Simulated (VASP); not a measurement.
# ZnCd3Se3S (R3m) in VASP: notebook, part 3 of 3

VASP 6.6.1.

### Step 5. Born charges and dielectric tensor, PBE

The input, INCAR:

```
PREC = Accurate
ENCUT = 520
EDIFF = 1E-8
ISMEAR = 0
SIGMA = 0.02
LREAL = False
LASPH = True
NELM = 80
ALGO = Fast
ISIF = 2
LWAVE = False
LCHARG = False
GGA = PE
LEPSILON = True
KPAR = 4
```

The input, KPOINTS:

```
regular mesh
0
Gamma
  4 4 4
```

The input, POSCAR:

```
ZnCd3Se3S
1.0
    4.2626510000      2.4610430000      3.4633300000
   -4.2626510000      2.4610430000      3.4633300000
    0.0000000000     -4.9220850000      3.4633300000
Zn Cd Se S
1 3 3 1
Direct
    0.9918050000      0.9918050000      0.9918050000
    0.5064320000      0.9962020000      0.5064320000
    0.9962020000      0.5064320000      0.5064320000
    0.5064320000      0.5064320000      0.9962020000
    0.2372310000      0.7625000000      0.2372310000
    0.7625000000      0.2372310000      0.2372310000
    0.2372310000      0.2372310000      0.7625000000
    0.7616920000      0.7616920000      0.7616920000
```

Potentials or basis: VASP PAW PBE potentials, release 64 (Zn, Cd, Se, S).

Run with:

```
cat potpaw_PBE.64/Zn/POTCAR potpaw_PBE.64/Cd/POTCAR potpaw_PBE.64/Se/POTCAR potpaw_PBE.64/S/POTCAR > POTCAR
mpirun -np 4 vasp_std > vasp.out
```

OUTCAR:

```text
PREC = Accurate
   ENCUT = 520
   EDIFF = 1E-8
   ISMEAR = 0
   LREAL = False
   LASPH = True
   NELM = 80
   ISIF = 2
   GGA = PE
   LEPSILON = True

 ion  position               nearest neighbor table
   1  0.992  0.992  0.992-   8 2.39   6 2.51   5 2.51   7 2.51
   2  0.506  0.996  0.506-   8 2.59   7 2.67   6 2.67   5 2.68
   3  0.996  0.506  0.506-   8 2.59   7 2.67   5 2.67   6 2.68
   4  0.506  0.506  0.996-   8 2.59   6 2.67   5 2.67   7 2.68
   5  0.237  0.763  0.237-   1 2.51   4 2.67   3 2.67   2 2.68
   6  0.763  0.237  0.237-   1 2.51   4 2.67   2 2.67   3 2.68
   7  0.237  0.237  0.763-   1 2.51   2 2.67   3 2.67   4 2.68
   8  0.762  0.762  0.762-   1 2.39   2 2.59   3 2.59   4 2.59

  LATTYP: Found a trigonal (rhomboedric) cell.
 ALAT       =     6.0184367476
 COS(alpha) =    -0.0032799841

  Lattice vectors:

 A1 = (   4.2626510000,   2.4610430000,   3.4633300000)
 A2 = (  -4.2626510000,   2.4610430000,   3.4633300000)
 A3 = (   0.0000000000,  -4.9220850000,   3.4633300000)

Analysis of symmetry for initial positions (statically):
=====================================================================
 Subroutine PRICEL returns:
 Original cell was already a primitive cell.

 Routine SETGRP: Setting up the symmetry group for a
 trigonal (rhombohedral) supercell.

 Subroutine GETGRP returns: Found  6 space group operations
 (whereof  6 operations were pure point group operations)
 out of a pool of 12 trial point group operations.

The static configuration has the point symmetry C_3v.

Analysis of symmetry for dynamics (positions and initial velocities):
=====================================================================
 Subroutine PRICEL returns:
 Original cell was already a primitive cell.

 Routine SETGRP: Setting up the symmetry group for a
 trigonal (rhombohedral) supercell.

 Subroutine GETGRP returns: Found  6 space group operations
 (whereof  6 operations were pure point group operations)
 out of a pool of 12 trial point group operations.

[... 803 lines left out ...]

------------------------ aborting loop because EDIFF is reached ----------------------------------------

--------------------------------------- Ionic step        3  -------------------------------------------

 Free energy of the ion-electron system (eV)
  ---------------------------------------------------
  ---------------------------------------------------
  free energy    TOTEN  =        -6.97243608 eV

  energy without entropy =       -6.97243608

------------------------ aborting loop because EDIFF is reached ----------------------------------------

 PIEZOELECTRIC TENSOR FIELD DIRECTION 3  (e Angst)
 -----------------------------------------------------------------------------
    -6.11640 -0.00000  0.00000           (  0.06025  0.00000  0.00000)
     0.00000 -6.11640  0.00000           (  0.00000  0.06025 -0.00000)
     0.00000  0.00000 12.17822           (  0.00000 -0.00000 -0.13307)

 PIEZOELECTRIC TENSOR FIELD DIRECTION 3  (C/m^2)
 -----------------------------------------------------------------------------
    -0.44953 -0.00000  0.00000
     0.00000 -0.44953  0.00000
     0.00000  0.00000  0.89506

 MACROSCOPIC STATIC DIELECTRIC TENSOR (including local field effects in DFT)
 ------------------------------------------------------
          11.436176     0.000000     0.000000
           0.000000    11.436176     0.000001
           0.000000     0.000001    11.950269
 ------------------------------------------------------

 PIEZOELECTRIC TENSOR (including local field effects)  for field in x, y, z        (e  Angst)
          XX          YY          ZZ          XY          YZ          ZX
  --------------------------------------------------------------------------------
  x     0.00000     0.00000     0.00000     8.44160     0.00000    -5.96708
  y     8.44160    -8.44160     0.00000     0.00000    -5.96709     0.00000
  z    -6.11640    -6.11640    12.17822     0.00000     0.00000     0.00000

 PIEZOELECTRIC TENSOR (including local field effects)  for field in x, y, z        (C/m^2)
          XX          YY          ZZ          XY          YZ          ZX
  --------------------------------------------------------------------------------
  x     0.00000     0.00000     0.00000     0.62043     0.00000    -0.43856
  y     0.62043    -0.62043     0.00000     0.00000    -0.43856     0.00000
  z    -0.44953    -0.44953     0.89506     0.00000     0.00000     0.00000

 BORN EFFECTIVE CHARGES (including local field effects) (in |e|, cummulative output)
 ---------------------------------------------------------------------------------
 ion    1
    1     2.25900     0.00000     0.00000
    2     0.00000     2.25900     0.00000
    3     0.00000     0.00000     2.17160
 ion    2
    1     2.34787     0.11612     0.13531
    2     0.11612     2.48195    -0.07812
    3     0.12879    -0.07435     2.43595
 ion    3
    1     2.34787    -0.11612    -0.13531
    2    -0.11612     2.48195    -0.07812
    3    -0.12879    -0.07435     2.43595
 ion    4
    1     2.54899     0.00000     0.00000
    2     0.00000     2.28083     0.15624
    3     0.00000     0.14871     2.43595
 ion    5
    1    -2.36266     0.06663    -0.15081
    2     0.06663    -2.28573     0.08707
    3    -0.14750     0.08516    -2.23757
 ion    6
    1    -2.36266    -0.06663     0.15081
    2    -0.06663    -2.28573     0.08707
    3     0.14750     0.08516    -2.23757
 ion    7
    1    -2.24726     0.00000     0.00000
    2     0.00000    -2.40113    -0.17414
    3     0.00000    -0.17032    -2.23757
 ion    8
    1    -2.53115     0.00000     0.00000
    2    -0.00000    -2.53115    -0.00000
    3     0.00000    -0.00000    -2.76675
```

Run time: 14 min. Hardware: 4 MPI ranks of Intel Xeon Platinum 8488C (Sapphire Rapids), shared host; peak memory 0.94 GiB.

What came out:

- Band gap on the k mesh: 0.69 eV, direct
- Electronic dielectric tensor (diagonal): 11.44, 11.44, 11.95
- Born charges (mean of the diagonal): Zn +2.23; Cd +2.42; Se -2.30; S -2.61 e

Electronic dielectric tensor:
```
11.44  0.00  0.00
 0.00 11.44  0.00
 0.00  0.00 11.95
```

Born effective charge tensors (e):
atom 1, Zn
```
2.26 0.00 0.00
0.00 2.26 0.00
0.00 0.00 2.17
```
atom 2, Cd
```
 2.35  0.12  0.14
 0.12  2.48 -0.08
 0.13 -0.07  2.44
```
atom 3, Cd
```
 2.35 -0.12 -0.14
-0.12  2.48 -0.08
-0.13 -0.07  2.44
```
atom 4, Cd
```
2.55 0.00 0.00
0.00 2.28 0.16
0.00 0.15 2.44
```
atom 5, Se
```
-2.36  0.07 -0.15
 0.07 -2.29  0.09
-0.15  0.09 -2.24
```
atom 6, Se
```
-2.36 -0.07  0.15
-0.07 -2.29  0.09
 0.15  0.09 -2.24
```
atom 7, Se
```
-2.25  0.00  0.00
 0.00 -2.40 -0.17
 0.00 -0.17 -2.24
```
atom 8, S
```
-2.53  0.00  0.00
 0.00 -2.53  0.00
 0.00  0.00 -2.77
```

Caveat: the gap is small at this level, which inflates the dielectric constant. Expect the measured gap to be larger: semilocal functionals such as PBE lack the derivative discontinuity.
